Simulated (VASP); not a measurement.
Method: PBEsol GGA, VASP's PBE PAW potentials (set 64) (plane waves; VASP).

A VASP calculation is set up with these files.

### INCAR
```
# general
SYSTEM =In2Se3
PREC   =Accurate
ENCUT  =400   # plane-wave cut-off (eV)
LREAL  =.FALSE.   # projection in real space or not
LASPH  =.TRUE.   # aspherical one-centre terms

# electronic loop
EDIFF  =1E-6   # SCF stop (eV)
NELM   =100
ALGO   =Normal   # blocked Davidson
LMAXMIX=4   # l cut-off of mixed one-centre charges

# smearing
ISMEAR =1   # Methfessel-Paxton
SIGMA  =0.1   # width (eV)

# functional
GGA    =PS   # PBEsol

# ions
IBRION =2   # conjugate gradients
NSW    =60   # most ionic steps
ISIF   =3   # ions, shape and volume
EDIFFG =-0.02

# output
LWAVE  =.FALSE.
LCHARG =.FALSE.
```

**POSCAR**
```
In2Se3
1
    3.9542266576     0.0019730981    -0.0063836279
    1.9772242950     3.4234714895    -0.0097386826
    0.0000923642     0.0088990802     9.3344822590
In Se
2 3
Direct
  0.3334894241   0.3350504093   0.8027230611
  0.6665105759   0.6649495907   0.1972769389
  0.0000000000   0.0000000000   0.0000000000
  0.3336041408   0.3323560833   0.3415984701
  0.6663958592   0.6676439167   0.6584015299
```

**KPOINTS**
```
Automatic mesh
0
Gamma
8 8 3
0 0 0
```

POTCAR, in this order: In_d Se (PBE.64 set). Program: vasp_std.

The resulting files:

**OSZICAR**
```
...
DAV:   5    -0.205680248750E+02   -0.48565E-01   -0.48555E-01  7504   0.524E+00    0.732E+00
DAV:   6    -0.199219104101E+02    0.64611E+00   -0.15122E+00  6980   0.242E+01    0.432E+00
DAV:   7    -0.198855568882E+02    0.36354E-01   -0.56496E-01  7718   0.648E+00    0.122E+00
DAV:   8    -0.198817011671E+02    0.38557E-02   -0.55469E-02  7746   0.284E+00    0.736E-01
DAV:   9    -0.198815353174E+02    0.16585E-03   -0.49977E-03  5794   0.418E-01    0.135E-01
DAV:  10    -0.198815464551E+02   -0.11138E-04   -0.42041E-04  7786   0.239E-01    0.710E-02
DAV:  11    -0.198815725162E+02   -0.26061E-04   -0.12320E-04  7232   0.859E-02    0.157E-02
DAV:  12    -0.198815736589E+02   -0.11428E-05   -0.11974E-05  5320   0.203E-02    0.793E-03
DAV:  13    -0.198815758283E+02   -0.21694E-05   -0.30364E-06  4512   0.119E-02    0.444E-03
DAV:  14    -0.198815759292E+02   -0.10091E-06   -0.41736E-07  3070   0.469E-03
   1 F= -.19881576E+02 E0= -.19881605E+02  d E =-.198816E+02
       N       E                     dE             d eps       ncg     rms          rms(c)
DAV:   1    -0.198820666332E+02   -0.49080E-03   -0.11270E-01  6194   0.231E+00    0.204E-01
DAV:   2    -0.198822441992E+02   -0.17757E-03   -0.57402E-03  6442   0.654E-01    0.740E-02
DAV:   3    -0.198821560686E+02    0.88131E-04   -0.31576E-04  8134   0.190E-01    0.475E-02
DAV:   4    -0.198821310114E+02    0.25057E-04   -0.45001E-05  7732   0.888E-02    0.189E-02
DAV:   5    -0.198821284125E+02    0.25988E-05   -0.14448E-05  7828   0.489E-02    0.763E-03
DAV:   6    -0.198821286901E+02   -0.27760E-06   -0.17397E-06  3154   0.126E-02
   2 F= -.19882129E+02 E0= -.19882162E+02  d E =-.552761E-03
       N       E                     dE             d eps       ncg     rms          rms(c)
DAV:   1    -0.198821514004E+02   -0.22988E-04   -0.91160E-03  6176   0.661E-01    0.578E-02
DAV:   2    -0.198821660977E+02   -0.14697E-04   -0.46327E-04  6482   0.186E-01    0.207E-02
DAV:   3    -0.198821591615E+02    0.69362E-05   -0.25418E-05  8076   0.544E-02    0.133E-02
DAV:   4    -0.198821574994E+02    0.16621E-05   -0.28441E-06  3940   0.248E-02    0.518E-03
DAV:   5    -0.198821576262E+02   -0.12680E-06   -0.18924E-06  3402   0.152E-02
   3 F= -.19882158E+02 E0= -.19882192E+02  d E =-.581697E-03
       N       E                     dE             d eps       ncg     rms          rms(c)
DAV:   1    -0.198862024150E+02   -0.40449E-02   -0.15442E-01  6126   0.541E+00    0.391E-01
DAV:   2    -0.198831675431E+02    0.30349E-02   -0.11528E-02  7010   0.171E+00    0.151E-01
DAV:   3    -0.198824999213E+02    0.66762E-03   -0.24088E-03  6672   0.771E-01    0.563E-02
DAV:   4    -0.198824920906E+02    0.78308E-05   -0.22065E-04  5642   0.116E-01    0.369E-02
DAV:   5    -0.198824805937E+02    0.11497E-04   -0.24366E-05  7774   0.549E-02    0.183E-02
DAV:   6    -0.198824786265E+02    0.19673E-05   -0.51135E-06  5650   0.288E-02    0.492E-03
DAV:   7    -0.198824791116E+02   -0.48510E-06   -0.17904E-06  3190   0.159E-02
   4 F= -.19882479E+02 E0= -.19882533E+02  d E =-.321485E-03
       N       E                     dE             d eps       ncg     rms          rms(c)
DAV:   1    -0.198829734403E+02   -0.49481E-03   -0.20195E-02  6138   0.195E+00    0.142E-01
DAV:   2    -0.198825782022E+02    0.39524E-03   -0.15149E-03  7032   0.623E-01    0.545E-02
DAV:   3    -0.198824906218E+02    0.87580E-04   -0.31327E-04  6652   0.277E-01    0.209E-02
DAV:   4    -0.198824884229E+02    0.21989E-05   -0.28913E-05  5628   0.418E-02    0.137E-02
DAV:   5    -0.198824858846E+02    0.25384E-05   -0.24733E-06  3838   0.205E-02    0.498E-03
DAV:   6    -0.198824853275E+02    0.55704E-06   -0.11998E-06  2774   0.116E-02
   5 F= -.19882485E+02 E0= -.19882547E+02  d E =-.327701E-03
       N       E                     dE             d eps       ncg     rms          rms(c)
DAV:   1    -0.198825659853E+02   -0.80101E-04   -0.31742E-03  6122   0.768E-01    0.569E-02
DAV:   2    -0.198825019317E+02    0.64054E-04   -0.23910E-04  7026   0.248E-01    0.221E-02
DAV:   3    -0.198824887138E+02    0.13218E-04   -0.49249E-05  6618   0.110E-01    0.746E-03
DAV:   4    -0.198824893601E+02   -0.64640E-06   -0.44653E-06  4394   0.166E-02
   6 F= -.19882489E+02 E0= -.19882548E+02  d E =-.331734E-03
       N       E                     dE             d eps       ncg     rms          rms(c)
DAV:   1    -0.198826444501E+02   -0.15574E-03   -0.50624E-02  5888   0.144E+00    0.849E-02
DAV:   2    -0.198827272340E+02   -0.82784E-04   -0.19402E-03  6388   0.366E-01    0.353E-02
DAV:   3    -0.198827068984E+02    0.20336E-04   -0.99486E-05  7774   0.116E-01    0.234E-02
DAV:   4    -0.198826986947E+02    0.82037E-05   -0.20903E-05  7294   0.502E-02    0.903E-03
DAV:   5    -0.198826979231E+02    0.77159E-06   -0.32801E-06  4480   0.174E-02
   7 F= -.19882698E+02 E0= -.19882767E+02  d E =-.208563E-03
       N       E                     dE             d eps       ncg     rms          rms(c)
DAV:   1    -0.198828503211E+02   -0.15163E-03   -0.45753E-01  6000   0.434E+00    0.247E-01
DAV:   2    -0.198834374156E+02   -0.58709E-03   -0.16255E-02  6596   0.109E+00    0.104E-01
DAV:   3    -0.198832406335E+02    0.19678E-03   -0.75565E-04  7834   0.327E-01    0.661E-02
DAV:   4    -0.198831699954E+02    0.70638E-04   -0.20015E-04  7516   0.158E-01    0.265E-02
DAV:   5    -0.198831668587E+02    0.31367E-05   -0.33569E-05  7006   0.497E-02    0.145E-02
DAV:   6    -0.198831656859E+02    0.11728E-05   -0.57170E-06  6056   0.230E-02    0.601E-03
DAV:   7    -0.198831654871E+02    0.19879E-06   -0.13016E-06  2866   0.986E-03
   8 F= -.19883165E+02 E0= -.19883270E+02  d E =-.676127E-03
       N       E                     dE             d eps       ncg     rms          rms(c)
DAV:   1    -0.198822963659E+02    0.86932E-03   -0.18402E+00  6064   0.881E+00    0.491E-01
DAV:   2    -0.198844904508E+02   -0.21941E-02   -0.63411E-02  6358   0.217E+00    0.206E-01
DAV:   3    -0.198837111654E+02    0.77929E-03   -0.32055E-03  7848   0.677E-01    0.131E-01
DAV:   4    -0.198834421251E+02    0.26904E-03   -0.76311E-04  7530   0.297E-01    0.533E-02
DAV:   5    -0.198834284901E+02    0.13635E-04   -0.12115E-04  7306   0.985E-02    0.277E-02
DAV:   6    -0.198834255065E+02    0.29836E-05   -0.22454E-05  8160   0.443E-02    0.137E-02
DAV:   7    -0.198834249776E+02    0.52894E-06   -0.35875E-06  4120   0.150E-02
   9 F= -.19883425E+02 E0= -.19883612E+02  d E =-.935617E-03
       N       E                     dE             d eps       ncg     rms          rms(c)
DAV:   1    -0.198845257408E+02   -0.11002E-02   -0.13275E-01  6980   0.291E+00    0.211E-01
DAV:   2    -0.198838744207E+02    0.65132E-03   -0.50067E-03  7108   0.895E-01    0.965E-02
DAV:   3    -0.198835849573E+02    0.28946E-03   -0.65430E-04  6984   0.359E-01    0.394E-02
DAV:   4    -0.198835588228E+02    0.26135E-04   -0.13742E-04  7450   0.999E-02    0.238E-02
DAV:   5    -0.198835555894E+02    0.32334E-05   -0.10504E-05  7556   0.298E-02    0.123E-02
DAV:   6    -0.198835546406E+02    0.94878E-06   -0.14191E-06  3010   0.173E-02
  10 F= -.19883555E+02 E0= -.19883784E+02  d E =-.129663E-03
       N       E                     dE             d eps       ncg     rms          rms(c)
DAV:   1    -0.198837732290E+02   -0.21764E-03   -0.30141E-02  6986   0.138E+00    0.101E-01
DAV:   2    -0.198836268761E+02    0.14635E-03   -0.11401E-03  7122   0.426E-01    0.458E-02
DAV:   3    -0.198835612554E+02    0.65621E-04   -0.14733E-04  6964   0.170E-01    0.190E-02
DAV:   4    -0.198835546782E+02    0.65772E-05   -0.31212E-05  7512   0.474E-02    0.117E-02
DAV:   5    -0.198835536024E+02    0.10758E-05   -0.16854E-06  3374   0.140E-02    0.480E-03
DAV:   6    -0.198835532613E+02    0.34108E-06   -0.84757E-07  2774   0.940E-03
  11 F= -.19883553E+02 E0= -.19883803E+02  d E =-.128284E-03
```

OUTCAR:
```
------------------------ aborting loop because EDIFF is reached ----------------------------------------
  FORCE on cell =-STRESS in cart. coord.  units (eV):
  Direction    XX          YY          ZZ          XY          YZ          ZX
  --------------------------------------------------------------------------------------
  Total       -0.0066318     -0.0451270      0.0112691      0.0201885     -0.0333432     -0.0349922
  in kB       -0.0833122     -0.5669115      0.1415693      0.2536198     -0.4188761     -0.4395919
  external PRESSURE =      -0.1695514 kB  Pullay stress =       0.0000000 kB
  volume of cell :      127.54
      direct lattice vectors                 reciprocal lattice vectors
     3.949415000 -0.001797949  0.002760115     0.253135787 -0.145738755 -0.000110210
     1.971549993  3.424412070  0.002769705     0.000133571  0.291944799 -0.000951860
     0.021795604  0.030727838  9.427592367    -0.000074150 -0.000043102  0.106071932
 POSITION                                       TOTAL-FORCE (eV/Angst)
 -----------------------------------------------------------------------------------
      1.98836      1.16372      7.58507         0.008260      0.009469     -0.008947
      3.95440      2.28963      1.84805        -0.008260     -0.009469      0.008947
      0.02180      0.03073      9.42759         0.000000     -0.000000      0.000000
      1.97833      1.14636      3.18666         0.000695      0.002183     -0.005646
      3.96443      2.30698      6.24646        -0.000695     -0.002183      0.005646
 -----------------------------------------------------------------------------------
    total drift:                                0.000000     -0.000000     -0.000000
  FREE ENERGIE OF THE ION-ELECTRON SYSTEM (eV)
  ---------------------------------------------------
  free  energy   TOTEN  =       -19.8835532613 eV

  energy  without entropy=      -19.8843020562  energy(sigma->0) =      -19.88380286

 reached required accuracy - stopping structural energy minimisation
```
(Selected blocks of OUTCAR.)

**CONTCAR**
```
In2Se3
   1.00000000000000
     3.9494149999970132   -0.0017979485731852    0.0027601145141986
     1.9715499925638273    3.4244120698507357    0.0027697046872416
     0.0217956041359940    0.0307278380915636    9.4275923670300426
  In              Se
     2     3
Direct
     0.3328897692804992    0.3327862916815433    0.8043651765107680
     0.6671102307195007    0.6672137083184565    0.1956348234892320
     0.0000000000000000    0.0000000000000000    1.0000000000000000
     0.3333660812006528    0.3319053861486253    0.3378190263725922
     0.6666339187993471    0.6680946138513746    0.6621809736274076
```

Without a dispersion term in the relaxation, distances and binding between the weakly bound layers, chains or molecules are unreliable, and so is what depends on them.

The structure comes from a computed database's In2Se3 entry; how it stands against other phases isn't given here. This run relaxes it. Symmetry was kept, so distortions that lower it aren't found. The start is the result of an earlier pass.
